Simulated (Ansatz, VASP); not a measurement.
## Cross-check of Te (Tellurium) between VASP and Ansatz

Aim: how closely do two programs agree when they are given the same cell, functional and k mesh? The cell is taken from a series of runs on this material, whose earlier steps may have relaxed, scaled, displaced or heated it; both programs get it as it stands.

Main program and level: Ansatz 0.2.0; plane waves, with VASP 6.6.1 beside it; zone-centre phonons at PBE.

### Step 1. The structure

The structure is trigonal, space group P3_121 (No. 152). The conventional cell has a = 4.521 Å, b = 4.521 Å, c = 5.958 Å, α = 90.00°, β = 90.00°, γ = 120.00°. Nearest to Te lie 2 Te at 2.89 Å.

### Step 2. Ansatz: zone-centre phonons, PBE

Ansatz runs on its PAW soft_1 files.

Second derivatives magnify differences that forces hide, and they need a tight electronic threshold.

File input.yaml:

```yaml
crystal:
  lattice:
    - [4.5208564395, 0.0, 0.0]
    - [-2.2604282198, 3.9151765235, 0.0]
    - [0.0, 0.0, 5.9583197582]
  atoms:
    - { symbol: Te, position: [0.2678969159, 0.0, 0.3333333333] }
    - { symbol: Te, position: [0.0, 0.2678969159, 0.6666666667] }
    - { symbol: Te, position: [0.7321030841, 0.7321030841, 0.0] }
kpoints:
  mp_grid: { grid: [12, 12, 8] }
hamiltonian:
  xc: pbe
  pseudopotentials: { kind: paw, azcp: { folder: soft_1 } }
scf:
  occupations: { method: methfessel_paxton, width: 0.2 }
output:
  eigenvalues: true
phonons:
  method: dfpt
```

Command:

```bash
$ ansatz run input.yaml --threads 4 --pin off --max-ram 16384MiB --backend cpu --events-out ev --progress --plain --runs-dir out
```

Numbers of over 12 decimals in the logs are rounded to 6 here.

The log of the run:

```text
zone centre: on kpoints.mp_grid the ground state, and the responses unless they are solved on pairs of k-points, stand on 320 of the mesh's 1152 k-points, reduced under 2 symmetry operations, with k and −k counted as one. Each operation leaves every solved displacement unchanged or reverses it
Engine: ansatz 0.2.0, x86_64-unknown-linux-gnu
Pseudopotentials: kind: paw
Pseudopotential: Te, paw, valence charge 16, recommended cutoff 420 eV (normal), soft_1/Te.paw.azcp
Functional definition: PBE
  parameter kappa = 0.804
  parameter beta = 0.066725
  exchange = pbe_x(kappa = kappa, mu = beta*pi^2/3)
  correlation = pbe_c(beta = beta)
Crystal: 3 atoms, lattice volume = 105.462 Å³
Basis set: ecut = 420 eV, 2053 PW (Γ), exchange–correlation on 64×64×96 points (8 copies of the dense FFT grid, shifted against one another)
Bands: 29, of which v1, the nominal top of the filled ones, is band 24 counted from 1 (23 counted from 0)
Symmetry: 6 space group operations
k-points: 320 of 1152 (irreducible under 2 space group operations, time reversal used)
Non-local potential: Te, projectors of the file, l = 0: 2, l = 1: 2, l = 2: 2, l = 3: 1
PAW form: soft (Blöchl's): semilocal exchange-correlation on the pseudo side does not see the compensation charge
PAW one-centre angular grid: Te, 590 points (default); XC on 64 Gauss nodes
Initial density: superposition of atomic densities (chi_scale 0.1, normalization cell)
Initial wavefunctions: pseudopotential atomic-orbital guess
Functional: x = pbe(κ = 0.804, μ = 0.219515), c = pbe(β = 0.066725)
SCF iter   1: F=—  HF=-20940.179150 eV  |F-HF|=—  |Δ(HF+E_count)|=         —  Δρ=1.55e-2  dr2=1.90e-1  ethr=3.10e-3  ⟨swp⟩=8.5  Hψ=46260  notcnv=0
preconditioner: auto → Resta (q_TF=auto, 2.393 Å⁻¹)  ε∞=4.2  [insulator: Δε(μ)=0.287 eV  Ē_g=8.522 eV  σ=0.200 eV  W_gap=0.61  n_scr=22 (ndim 8)  ℏωp=15.3 eV  f_vac=0.017  D(μ)=-0.04/eV (n_scr^D=0)  ε∞_Penn≈4.2]
SCF iter   2: F=—  HF=-20940.164860 eV  |F-HF|=—  |Δ(HF+E_count)|=   1.43e-2  S|Δr|=    0.00e0  Δρ=9.04e-3  dr2=6.35e-2  ethr=3.97e-4  ⟨swp⟩=1.0  Hψ=11866  notcnv=0  defer=1
SCF iter   3: F=—  HF=-20940.162509 eV  |F-HF|=—  |Δ(HF+E_count)|=   2.35e-3  S|Δr|=    0.00e0  Δρ=8.95e-4  dr2=6.88e-4  ethr=1.32e-4  ⟨swp⟩=2.3  Hψ=13085  notcnv=0  defer=1
SCF iter   4: F=—  HF=-20940.162865 eV  |F-HF|=—  |Δ(HF+E_count)|=   3.56e-4  S|Δr|=    0.00e0  Δρ=2.98e-4  dr2=8.71e-5  ethr=1.43e-6  ⟨swp⟩=2.0  Hψ=17000  notcnv=0  defer=1
SCF iter   5: F=—  HF=-20940.162960 eV  |F-HF|=—  |Δ(HF+E_count)|=   9.53e-5  S|Δr|=    0.00e0  Δρ=9.70e-5  dr2=1.41e-5  ethr=1.82e-7  ⟨swp⟩=3.0  Hψ=17756  notcnv=0  defer=1
SCF iter   6: F=—  HF=-20940.162980 eV  |F-HF|=—  |Δ(HF+E_count)|=   2.00e-5  S|Δr|=    0.00e0  Δρ=2.47e-5  dr2=9.55e-7  ethr=2.94e-8  ⟨swp⟩=2.0  Hψ=12470  notcnv=0  defer=1
SCF iter   7: F=—  HF=-20940.162983 eV  |F-HF|=—  |Δ(HF+E_count)|=   3.27e-6  S|Δr|=    0.00e0  Δρ=4.25e-6  dr2=1.87e-8  ethr=1.99e-9  ⟨swp⟩=2.0  Hψ=12395  notcnv=0  defer=1
SCF iter   8: F=—  HF=-20940.162983 eV  |F-HF|=—  |Δ(HF+E_count)|=   5.16e-8  S|Δr|=    0.00e0  Δρ=1.08e-6  dr2=1.06e-9  ethr=3.90e-11  ⟨swp⟩=3.0  Hψ=18831  notcnv=0  defer=1
SCF iter   9: F=—  HF=-20940.162983 eV  |F-HF|=—  |Δ(HF+E_count)|=   1.98e-9  S|Δr|=    0.00e0  Δρ=2.71e-7  dr2=5.93e-11  ethr=2.20e-12  ⟨swp⟩=3.0  Hψ=17654  notcnv=0  defer=1
SCF iter  10: F=-20940.162983 eV  HF=-20940.162983 eV  |F-HF|=0.00e0  |Δ(HF+E_count)|=  2.55e-11  S|Δr|=    0.00e0  Δρ=6.25e-8  dr2=2.99e-12  ethr=1.00e-12  ⟨swp⟩=9.9  Hψ=54750  notcnv=0
SCF 1 converged in 10 iterations: F = -20940.162983 eV  dr2 = 2.99e-12
  greatest PAW one-centre occupation: 0.998 electrons in one spin orbital (limit 2), on the Te atom at site 2 (counted from 0), in its partial waves of l = 2
DFPT response loops at Γ: preconditioner auto → Kerker (q_TF=auto, 2.393 Å⁻¹) (partly filled bands, converged f_vac=0.030); β = 1.00, the filter's whole step (`scf.mixing.beta` (0.50) is not read by the response loops under this deck's `scf.mixing.preconditioner`; to damp them name `kerker` or `kerker_dos`, under which they read `scf.mixing.beta`, and type it under 1.00, their step now; both keys bind the ground state too); Broyden in place of MSR1
SCF converged after 10 iterations
Stability not checked: this state was not tested for a lower state beside it, because cold or Methfessel-Paxton smearing, or corrected tetrahedra, fill the levels in a way that the test cannot read (fill_not_monotonic; see scf.lower_state_search)
Free energy (F): -20940.162983 eV
Harris-Foulkes:  -20940.162983 eV  (|F-HF|=0.00e0)
Internal energy: -20940.164875 eV  (E = F + TS)
E sigma→0 (E₀):  -20940.163456 eV
Entropy (-TS):   0.001892 eV (0.631 meV/atom)
Fermi energy:    8.460536 eV
Step filling:    the computed levels leave a gap of 0.2342 eV = 1.2 smearing widths at the electron count; against every level under it full and every level over it empty, smearing changes F+E_penalty+E_count by +0.157 meV and its σ→0 estimate by -0.316 meV
--- Per-component energies (eV) ---
  E_band       = -819.945035
  E_kinetic    = 513.551771
  E_local      = -5020.260437  (includes V_loc(G=0)·N_el)
  E_nonlocal   = 193.731128
  E_hartree    = 2487.312007
  E_xc         = -367.076770
  E_vxc        = -304.971387  (∫ρ·V_xc dr)
  E_paw        = -14007.195030  (= ΣΔE_a)
  E_vpaw       = -1176.620349  (= ΣTr[D̂ρ^β])
  E_aug_tail   = 0.000267  (compensation charges beyond the density's cutoff)
  E_ewald      = -4740.227811
  E_smearing   = 0.001892  (= −TS)
  E_closure    = -0.000000  (closes the sum)
  Σ components = -20940.162983   (vs F -20940.162983, Δ=0.00e0)
--- Band table (eV; the first three rows and the last of 320) ---
  k-point 0: bands = [... 20 lower, 5.5002, 6.6158, 6.6158, 7.4297, 9.2233, 9.2233, 9.7750, 13.3048, ... 1 higher]
  k-point 1: bands = [... 20 lower, 5.6951, 6.6466, 6.6842, 7.4232, 9.1147, 9.1438, 9.6210, 13.0748, ... 1 higher]
  k-point 2: bands = [... 20 lower, 5.7636, 6.7953, 6.8027, 7.3991, 8.8926, 8.9592, 9.2699, 12.7596, ... 1 higher]
  k-point 319: bands = [... 20 lower, 3.9877, 6.9492, 7.3399, 7.8357, 9.0214, 9.9471, 9.9885, 13.3658, ... 1 higher]
--- Phonons (Γ-DFPT): 3 representative perturbations + reference, on 320 of 1152 k-points (Σ response iterations 9) ---
  k mesh reduced under 2 symmetry operations, with k and −k counted as one. Each operation leaves every solved displacement unchanged or reverses it
  ASR residual: 5.784e-5 → 0.000e0 eV/Å²; symmetrization residual: 2.798e-6 eV/Å²
  ASR residual per site (eV/Å²): 5.78e-5 5.78e-5 5.78e-5
  Γ frequencies (cm⁻¹): 0.00 0.00 0.00 81.86 81.86 83.41 108.49 130.30 130.30
  non-analytic LO–TO correction: not included (Born effective charges unavailable; polar crystals: no LO–TO splitting at Γ)
```

Reading the cycles: dr2 is the Hartree energy of the density residual (eV), the measure of convergence; HF is the Harris–Foulkes estimate of the energy, which meets the free energy F at convergence.

(Part 1 of 2 ends here.)

[Lines on the potential files, build, host, timing and source positions are cut from VASP's logs without a mark.]

[Logs are printed without paths, hosts, clocks, repeated set-up lines and the standing remarks that a program may print on its own settings, such as how far it seeks lower states.]

[Hosts, paths, dates, database ids (printed as entryN), source tags and the programs' standing remarks are cut or masked in the printed files.]
